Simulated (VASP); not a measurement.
```yaml
crystal:
  lattice:
    - [0.00000, 3.15858, 3.15858]
    - [3.15858, 0.00000, 3.15858]
    - [12.74102, 12.74102, -0.10668]
  atoms:
    - { symbol: Sn, position: [0.02344, 0.02344, 0.98242] }
    - { symbol: Sn, position: [0.26053, 0.26053, 0.05460] }
    - { symbol: Sn, position: [0.00661, 0.00661, 0.24504] }
    - { symbol: Sn, position: [0.24339, 0.24339, 0.31746] }
    - { symbol: Sn, position: [0.98947, 0.98947, 0.50790] }
    - { symbol: Sn, position: [0.22656, 0.22656, 0.58008] }
    - { symbol: Ge, position: [0.98711, 0.98711, 0.75967] }
    - { symbol: Ge, position: [0.26289, 0.26289, 0.80283] }
```

Computed with PBEsol GGA, VASP's PBE PAW potentials (set 64) (plane waves; VASP 6.6.1). Settings: 400 eV cut-off, 9×9×3 Γ-centred mesh, tetrahedra with Blöchl corrections, potentials Sn_d Ge_d.

Unless said otherwise, spin-orbit coupling is left out, though it shifts the bands of the heavy elements here.

Problem. Tabulate the total density of states (states/eV per cell) against energy (eV; zero at the valence-band maximum or, without a gap, the Fermi level).

Solution. 
| E (eV) | DOS (states/eV) |
|---|---|
| -9.93 | 2.35 |
| -9.71 | 3.59 |
| -9.60 | 3.13 |
| -9.39 | 2.72 |
| -9.28 | 2.81 |
| -9.06 | 3.57 |
| -8.95 | 4.41 |
| -8.73 | 3.77 |
| -8.63 | 3.83 |
| -8.41 | 1.87 |
| -8.19 | 2.20 |
| -8.08 | 4.39 |
| -7.87 | 0.07 |
| -7.76 | 0.00 |
| -7.54 | 0.44 |
| -7.43 | 2.45 |
| -7.22 | 3.01 |
| -7.11 | 1.63 |
| -6.89 | 1.96 |
| -6.67 | 3.93 |
| -6.56 | 3.18 |
| -6.35 | 3.40 |
| -6.24 | 3.40 |
| -6.02 | 3.02 |
| -5.91 | 2.76 |
| -5.70 | 2.35 |
| -5.59 | 2.18 |
| -5.37 | 1.73 |
| -5.15 | 1.42 |
| -5.04 | 1.32 |
| -4.83 | 1.05 |
| -4.72 | 0.97 |
| -4.50 | 0.88 |
| -4.39 | 0.87 |
| -4.18 | 0.81 |
| -4.07 | 0.80 |
| -3.85 | 0.63 |
| -3.63 | 0.73 |
| -3.52 | 1.65 |
| -3.31 | 6.31 |
| -3.20 | 6.12 |
| -2.98 | 5.24 |
| -2.87 | 5.31 |
| -2.66 | 6.55 |
| -2.44 | 6.53 |
| -2.33 | 4.96 |
| -2.11 | 6.34 |
| -2.00 | 6.38 |
| -1.79 | 6.78 |
| -1.68 | 6.33 |
| -1.46 | 5.30 |
| -1.35 | 4.85 |
| -1.14 | 4.76 |
| -0.92 | 3.48 |
| -0.81 | 2.89 |
| -0.59 | 1.86 |
| -0.49 | 1.62 |
| -0.27 | 1.09 |
| -0.16 | 0.84 |
| 0.06 | 1.15 |
| 0.17 | 1.29 |
| 0.38 | 1.71 |
| 0.60 | 1.79 |
| 0.71 | 2.15 |
| 0.93 | 3.15 |
| 1.03 | 3.81 |
| 1.25 | 6.51 |
| 1.36 | 7.30 |
| 1.58 | 5.90 |
| 1.69 | 5.14 |
| 1.90 | 3.71 |
| 2.12 | 5.29 |
| 2.23 | 5.77 |
| 2.44 | 5.66 |
| 2.55 | 4.97 |
| 2.77 | 4.37 |
| 2.88 | 4.96 |
| 3.10 | 6.75 |
| 3.21 | 6.26 |
| 3.42 | 7.49 |
Within 2 eV below the Fermi level the largest weight inside VASP's projection spheres is Sn p, then Ge p.

The structure was generated: Sn6Ge2 was put into an ordered model structure (R-3m), which need not be its known phase. It was relaxed first.
